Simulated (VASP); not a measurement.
OSZICAR of a VASP run on Tb (a trial cell in the simple-cubic structure, space group Pm-3m):

OSZICAR:
```
       N       E                     dE             d eps       ncg     rms          rms(c)
DAV:   1     0.410311195497E+01    0.41031E+01   -0.41650E+03   896   0.804E+02
DAV:   2    -0.366822007572E+01   -0.77713E+01   -0.75560E+01  1328   0.816E+01
DAV:   3    -0.378352322368E+01   -0.11530E+00   -0.10381E+00  1152   0.711E+00
DAV:   4    -0.378473899459E+01   -0.12158E-02   -0.12144E-02  1432   0.585E-01
DAV:   5    -0.378474336245E+01   -0.43679E-05   -0.43680E-05  1176   0.186E-02    0.125E+01
DAV:   6    -0.378736297601E+01   -0.26196E-02   -0.11932E-02  1048   0.868E-01    0.740E+00
DAV:   7    -0.379312213680E+01   -0.57592E-02   -0.17155E-02  1120   0.107E+00    0.109E-01
DAV:   8    -0.379289844266E+01    0.22369E-03   -0.15183E-03  1016   0.283E-01    0.520E-02
DAV:   9    -0.379290108136E+01   -0.26387E-05   -0.22564E-05  1336   0.508E-02    0.114E-02
DAV:  10    -0.379290057744E+01    0.50392E-06   -0.39281E-06  1144   0.163E-02
   1 F= -.37929006E+01 E0= -.37933761E+01  d E =0.142648E-02
```

Which electronic solver shows in the log?

It is blocked Davidson (ALGO = Normal, or the opening steps of other solvers). The INCAR had ALGO = Normal.

Can the final energy be trusted as converged?

Self-consistency was reached. It stopped with EDIFF = 1E-6, NELM = 100 (PBE GGA, plane waves, VASP's PBE PAW potentials (set 64)). The 4f electrons are frozen in the core of the lanthanide potential, so 4f levels, which can set the real gap, and their magnetism are missing.

The structure was generated: Tb was put into the simple-cubic type (Pm-3m), which need not be its known phase. The cell was not relaxed at this level. The run is one of a series of settings (ENCUT = 450 against the base run), some of them coarse on purpose.
